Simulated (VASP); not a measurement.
Set up this calculation in VASP 6.6.1, as the native input.

- Task: single point
- Functional: PBE
- Dispersion: D3(BJ)
- Potentials or basis: VASP PAW PBE potentials, release 64 (S, C)
- Cutoff: 520 eV
- k mesh: 1 × 1 × 1
- Occupations: fermi-dirac, width 0.02 eV
- Spin: no spin polarisation
- Dipole correction: no
- Further INCAR settings: LREAL = Auto; ALGO = Normal; EDIFF = 1e-06; NBANDS = 82

The structure of CS2 lies in POSCAR:

```
CS2
1.0
    9.2831780000      0.0000000000      0.0000000000
    0.0000000000      9.2831780000      0.0000000000
    0.0000000000      0.0000000000      9.2831780000
S C
16 8
Direct
    0.1613240638      0.9245971584      0.3639701835
    0.0491426535      0.9533804049      0.0401048003
    0.7841064773      0.7515098816      1.0731454250
    0.8841476486      0.6732931330      0.7626375364
    0.5922863916      0.2506792394     -0.1010429833
    0.5663900875      0.3393449959      0.2310846566
    0.2207649148      0.2428694139      0.1873819504
   -0.0576311259      0.3804085196      0.0635235046
    0.9289167998      0.1038006596      0.7177822078
    0.8015897142      0.1183538655      0.4006171163
    0.5693739795      0.6214143475      0.6932324254
    0.3683436858      0.4211919668      0.5071000470
    0.3562357632      0.6642875963     -0.0550458044
    0.4362837813      0.8604273235      0.1973462105
    0.5413340130     -0.0396092804      0.5955611322
    0.2634873531      0.0882779583      0.6837313687
    0.1003427921      0.9739121667      0.2088078027
    0.8427394153      0.7121699056      0.9187155519
    0.5843257557      0.2888989094      0.0659903322
    0.0891397321      0.3294561410      0.1177290794
    0.8513140651      0.1056750178      0.5651620598
    0.4509231645      0.5300340034      0.6143154855
    0.3978809843      0.7779232500      0.0596670666
    0.4100858564      0.0384674300      0.6352350456
```

The cell was built by a generator and needn't be a form met in nature.

One way to write it, as run:

INCAR

```
SYSTEM = CS2
ALGO = Normal
EDIFF = 1E-6
ENCUT = 520
GGA = PE
ISIF = 2
ISMEAR = -1
IVDW = 12
LASPH = .True.
LCHARG = .True.
LELF = .True.
LREAL = Auto
LVHAR = .True.
LWAVE = .False.
NBANDS = 82
NELM = 100
PREC = Accurate
SIGMA = 0.02
```

KPOINTS

```
k-points
0
Gamma
  1 1 1
  0 0 0
```

Potentials or basis: VASP PAW PBE potentials, release 64 (S, C).

Run with:

```console
$ cat potpaw_PBE.64/S/POTCAR potpaw_PBE.64/C/POTCAR > POTCAR
$ mpirun -np 1 vasp_gam > vasp.out
```

It gave:

```json
{"Pressure": "0.0 GPa", "Largest force": "5.726 eV/Å", "Band gap on the k mesh": "2.18 eV, direct", "Dispersion energy per atom": "-0.123 eV"}
```

Run time: 2.2 min on 1 thread of Intel(R) Xeon(R) Platinum 8488C (Sapphire Rapids), on a shared host, peak memory 0.65 GiB.
